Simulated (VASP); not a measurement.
Calculation: G0W0 on PBE orbitals, VASP's PBE PAW potentials (set 64) (plane waves; VASP).

VASP input:

**POSCAR**
```
GaAs
1.0
  0.0000000000   2.8621750000   2.8621750000
  2.8621750000   0.0000000000   2.8621750000
  2.8621750000   2.8621750000   0.0000000000
Ga As
1 1
Cartesian
  0.0000000000   0.0000000000   0.0000000000
  1.4310875000   1.4310875000   1.4310875000
```

### KPOINTS
```
Automatic mesh
0
gamma
  4 4 4
0 0 0
```

### INCAR
```
# general
SYSTEM      = GaAs
PREC        = Normal
ENCUT       = 500
LREAL       = .FALSE.
LASPH       = .TRUE.
NBANDS      = 160

# electronic loop
ALGO        = EVGW0

# smearing
ISMEAR      = 0
SIGMA       = 0.01

# functional
GGA         = PE

# output
LWAVE       = .FALSE.
LCHARG      = .FALSE.

# other
NELMGW      = 1
NOMEGA      = 64
ENCUTGW     = 200
NBANDSGW    = 17
LSPECTRALGW = .TRUE.
```

POTCAR, in this order: Ga_d_GW As_GW (PBE.64 set). Program: vasp_std. Read from the step before: WAVECAR, WAVEDER.

What VASP printed:

### OSZICAR
```
energies w=
    0.000    0.000    0.223    0.000    0.444    0.000    0.665    0.000
    0.885    0.000    1.102    0.000    1.318    0.000    1.530    0.000
    1.740    0.000    1.947    0.000    2.151    0.000    2.353    0.000
    2.551    0.000    2.747    0.000    2.940    0.000    3.131    0.000
    3.320    0.000    3.508    0.000    3.694    0.000    3.879    0.000
    4.064    0.000    4.248    0.000    4.433    0.000    4.619    0.000
    4.806    0.000    4.994    0.000    5.185    0.000    5.379    0.000
    5.577    0.000    5.778    0.000    5.985    0.000    6.198    0.000
    6.417    0.000    6.644    0.000    6.879    0.000    7.126    0.000
    7.384    0.000    7.655    0.000    7.942    0.000    8.245    0.000
    8.570    0.000    8.917    0.000    9.291    0.000    9.696    0.000
   10.137    0.000   10.620    0.000   11.155    0.000   11.749    0.000
   12.414    0.000   13.167    0.000   14.027    0.000   15.018    0.000
   16.176    0.000   17.548    0.000   19.200    0.000   21.227    0.000
   23.773    0.000   27.063    0.000   31.477    0.000   37.701    0.000
   47.114    0.000   62.975    0.000   95.264    0.000  196.457    0.000
NQ=   1    0.0000    0.0000    0.0000,
 performed        217000 updates of chi_q(r,r)
NQ=   2    0.2500    0.0000    0.0000,
 performed        586000 updates of chi_q(r,r)
NQ=   3    0.5000    0.0000    0.0000,
 performed        912000 updates of chi_q(r,r)
NQ=   4    0.2500    0.2500    0.0000,
 performed       1281000 updates of chi_q(r,r)
NQ=   5    0.5000    0.2500    0.0000,
 performed       1770000 updates of chi_q(r,r)
NQ=   6   -0.2500    0.2500    0.0000,
 performed       2215000 updates of chi_q(r,r)
NQ=   7    0.5000    0.5000    0.0000,
 performed       2508000 updates of chi_q(r,r)
NQ=   8   -0.2500    0.5000    0.2500,
 performed       2866000 updates of chi_q(r,r)
 resolving degeneracies of screened two electron integrals
```

### OUTCAR
```


 k-point   1 :       0.0000    0.0000    0.0000
  band No.  KS-energies  QP-energies   sigma(KS)   V_xc(KS)     V^pw_x(r,r')   Z            occupation Imag(sigma)

      1     -11.2438     -13.4092     -24.9664     -21.7239     -35.0900       0.6678       2.0000       0.2154
      2     -11.2438     -13.4092     -24.9664     -21.7239     -35.0900       0.6678       2.0000       0.2154
      3     -11.2438     -13.4092     -24.9664     -21.7239     -35.0900       0.6678       2.0000       0.2154
      4     -11.1750     -13.3631     -25.0808     -21.8144     -35.1795       0.6699       2.0000       0.1860
      5     -11.1750     -13.3631     -25.0808     -21.8144     -35.1795       0.6699       2.0000       0.1860
      6      -8.9102      -9.2389     -11.6179     -11.0863     -17.9775       0.6182       2.0000       0.8994
      7       3.5565       3.0686     -12.3762     -11.7344     -13.5380       0.7603       2.0000       0.0502
      8       3.5565       3.0686     -12.3762     -11.7344     -13.5380       0.7603       2.0000       0.0502
      9       3.5565       3.0686     -12.3762     -11.7344     -13.5380       0.7603       2.0000       0.0502
     10       3.7786       4.1312     -10.9845     -11.4433      -7.2088       0.7683       0.0000      -0.0560
     11       7.2414       7.2185      -9.9215      -9.8913      -5.4701       0.7591       0.0000      -0.0919
     12       7.2414       7.2185      -9.9215      -9.8913      -5.4701       0.7591       0.0000      -0.0919
     13       7.2414       7.2185      -9.9215      -9.8913      -5.4701       0.7591       0.0000      -0.0919
     14      11.0256      10.8390      -7.9119      -7.6712      -2.5460       0.7750       0.0000      -0.2574
     15      13.5394      13.4156      -9.8284      -9.6624      -4.3926       0.7456       0.0000      -0.3006
     16      13.5394      13.4156      -9.8284      -9.6624      -4.3926       0.7456       0.0000      -0.3006
     17      14.9857      14.7190      -7.9182      -7.5608      -2.1577       0.7462       0.0000      -0.4105

 k-point   2 :       0.2500    0.0000    0.0000
  band No.  KS-energies  QP-energies   sigma(KS)   V_xc(KS)     V^pw_x(r,r')   Z            occupation Imag(sigma)

      1     -11.2787     -13.4058     -24.7280     -21.5394     -34.8115       0.6671       2.0000       0.2277
      2     -11.2337     -13.4035     -24.9894     -21.7438     -35.1156       0.6685       2.0000       0.2143
      3     -11.2337     -13.4035     -24.9894     -21.7438     -35.1156       0.6685       2.0000       0.2143
      4     -11.1742     -13.3639     -25.0802     -21.8153     -35.1820       0.6707       2.0000       0.1863
      5     -11.1742     -13.3639     -25.0802     -21.8153     -35.1820       0.6707       2.0000       0.1863
      6      -8.2555      -8.6235     -11.9932     -11.4242     -18.1494       0.6468       2.0000       0.8730
      7      -0.5272      -0.9718     -11.6460     -11.0342     -13.9415       0.7266       2.0000       0.1455
      8       2.9086       2.3982     -12.0879     -11.4132     -13.3745       0.7564       2.0000       0.0557
      9       2.9086       2.3982     -12.0879     -11.4132     -13.3745       0.7564       2.0000       0.0557
     10       4.8625       5.0050     -10.2719     -10.4576      -6.3444       0.7673       0.0000      -0.0639
     11       8.0811       8.0658     -10.0034      -9.9831      -5.3482       0.7529       0.0000      -0.1121
     12       8.0811       8.0658     -10.0034      -9.9831      -5.3482       0.7529       0.0000      -0.1121
     13       9.3219       9.3503     -10.2680     -10.3059      -5.3366       0.7480       0.0000      -0.1610
     14      12.4318      12.1478      -7.7448      -7.3662      -2.2540       0.7500       0.0000      -0.2922
     15      12.4905      12.2990      -9.1713      -8.9172      -3.8815       0.7537       0.0000      -0.2730
     16      12.4905      12.2990      -9.1713      -8.9172      -3.8815       0.7537       0.0000      -0.2730
     17      15.2588      15.0871      -8.7101      -8.4810      -2.7366       0.7494       0.0000      -0.4930

 k-point   3 :       0.5000    0.0000    0.0000
  band No.  KS-energies  QP-energies   sigma(KS)   V_xc(KS)     V^pw_x(r,r')   Z            occupation Imag(sigma)

      1     -11.3093     -13.4073     -24.5633     -21.4115     -34.6202       0.6657       2.0000       0.2362
      2     -11.2267     -13.3981     -25.0025     -21.7541     -35.1271       0.6685       2.0000       0.2125
      3     -11.2267     -13.3981     -25.0025     -21.7541     -35.1271       0.6685       2.0000       0.2125
      4     -11.1709     -13.3605     -25.0899     -21.8260     -35.1992       0.6709       2.0000       0.1878
      5     -11.1709     -13.3605     -25.0899     -21.8260     -35.1992       0.6709       2.0000       0.1878
      6      -7.2534      -7.6383     -12.5874     -12.0135     -18.4035       0.6706       2.0000       0.7710
      7      -2.9068      -3.4109     -11.0687     -10.3480     -14.5602       0.6995       2.0000       0.3250
      8       2.4628       1.9313     -11.9909     -11.2835     -13.4479       0.7514       2.0000       0.0619
      9       2.4628       1.9313     -11.9909     -11.2835     -13.4479       0.7514       2.0000       0.0619
     10       4.4316       4.5468     -10.1260     -10.2756      -6.2946       0.7703       0.0000      -0.0607
     11       8.1459       8.0873      -9.6202      -9.5429      -4.9845       0.7578       0.0000      -0.1138
     12       8.1459       8.0873      -9.6202      -9.5429      -4.9845       0.7578       0.0000      -0.1138
     13      11.2559      10.9451      -7.9797      -7.5688      -2.6078       0.7564       0.0000      -0.2517
     14      13.6845      13.6305      -9.5896      -9.5164      -3.6198       0.7379       0.0000      -0.4296
     15      15.2125      15.1035      -9.6099      -9.4630      -3.4838       0.7417       0.0000      -0.5168
     16      15.2125      15.1035      -9.6099      -9.4630      -3.4838       0.7417       0.0000      -0.5168
     17      15.6640      15.7337     -10.0624     -10.1564      -3.6906       0.7408       0.0000      -0.6144

 k-point   4 :       0.2500    0.2500    0.0000
  band No.  KS-energies  QP-energies   sigma(KS)   V_xc(KS)     V^pw_x(r,r')   Z            occupation Imag(sigma)

      1     -11.2968     -13.4151     -24.6745     -21.4979     -34.7530       0.6668       2.0000       0.2308
      2     -11.2225     -13.3968     -25.0184     -21.7691     -35.1494       0.6692       2.0000       0.2129
      3     -11.2225     -13.3968     -25.0184     -21.7691     -35.1494       0.6692       2.0000       0.2129
      4     -11.1844     -13.3629     -25.0456     -21.7840     -35.1390       0.6679       2.0000       0.1873
      5     -11.1689     -13.3595     -25.0908     -21.8265     -35.1970       0.6711       2.0000       0.1863
      6      -8.0310      -8.3994     -12.0567     -11.4909     -18.1335       0.6511       2.0000       0.8585
      7      -0.5252      -0.9221     -12.0029     -11.4622     -14.2596       0.7339       2.0000       0.1428
      8       1.9424       1.3993     -11.6613     -10.9354     -13.2070       0.7482       2.0000       0.0700
      9       1.9424       1.3993     -11.6613     -10.9354     -13.2070       0.7482       2.0000       0.0700
     10       5.5324       5.4659      -9.4290      -9.3425      -5.4020       0.7694       0.0000      -0.0700
     11       6.7021       6.7441     -10.0290     -10.0842      -5.7353       0.7610       0.0000      -0.0866
     12      10.0031      10.0232     -10.5521     -10.5796      -5.3674       0.7317       0.0000      -0.1814
     13      10.0031      10.0232     -10.5521     -10.5796      -5.3674       0.7317       0.0000      -0.1814
     14      10.8521      10.7444      -9.2837      -9.1422      -4.2525       0.7608       0.0000      -0.2077
     15      14.5218      14.3950      -9.7828      -9.6147      -4.1119       0.7548       0.0000      -0.3963
     16      14.7361      14.5981      -8.8433      -8.6597      -2.8307       0.7521       0.0000      -0.4761
     17      17.0750      16.7581      -8.2233      -7.8045      -2.1699       0.7568       0.0000      -0.6131

 k-point   5 :       0.5000    0.2500    0.0000
  band No.  KS-energies  QP-energies   sigma(KS)   V_xc(KS)     V^pw_x(r,r')   Z            occupation Imag(sigma)

      1     -11.3204     -13.4153     -24.5516     -21.4055     -34.6128       0.6658       2.0000       0.2387
      2     -11.2171     -13.3954     -25.0235     -21.7722     -35.1509       0.6700       2.0000       0.2095
      3     -11.2126     -13.3949     -25.0409     -21.7888     -35.1745       0.6710       2.0000       0.2119
      4     -11.1837     -13.3657     -25.0508     -21.7896     -35.1494       0.6691       2.0000       0.1879
      5     -11.1682     -13.3613     -25.0922     -21.8290     -35.2019       0.6721       2.0000       0.1868
      6      -6.9763      -7.3457     -12.6020     -12.0518     -18.3192       0.6715       2.0000       0.7496
      7      -2.5936      -3.0674     -11.5424     -10.8720     -14.8676       0.7068       2.0000       0.2792
      8       0.4548      -0.1026     -11.0209     -10.2617     -12.9477       0.7342       2.0000       0.1085
      9       1.6060       1.0483     -11.6166     -10.8665     -13.3109       0.7436       2.0000       0.0763
     10       5.7291       5.6747      -9.4919      -9.4212      -5.4393       0.7694       0.0000      -0.0719
     11       8.1231       8.1900     -10.1347     -10.2238      -5.3936       0.7500       0.0000      -0.1262
     12       9.6794       9.5621      -9.5458      -9.3901      -4.6309       0.7534       0.0000      -0.1613
     13      10.3696      10.3512     -10.1156     -10.0906      -4.8438       0.7387       0.0000      -0.2069
     14      13.6912      13.5896      -9.8971      -9.7584      -3.8772       0.7319       0.0000      -0.4354
     15      15.3616      15.2212      -9.7660      -9.5784      -3.6980       0.7482       0.0000      -0.5262
     16      15.8416      15.8025      -9.6149      -9.5624      -3.3390       0.7445       0.0000      -0.6099
     17      16.3682      16.1872      -9.0082      -8.7641      -2.9337       0.7412       0.0000      -0.5552

 k-point   6 :      -0.2500    0.2500    0.0000
  band No.  KS-energies  QP-energies   sigma(KS)   V_xc(KS)     V^pw_x(r,r')   Z            occupation Imag(sigma)

...
```
(Selected blocks of OUTCAR.)

The mesh is coarse and the basis finite, so the quasiparticle values are not converged. VASP warned that its frequency grid is unfit for quasiparticle energies.

The compound is GaAs in the zinc blende structure. This cell is one point of a volume scan, at 1.04 of the reference volume. The k-mesh is coarse (spacing up to 0.48 per Å, 2π included), so the numbers may not be converged in it.
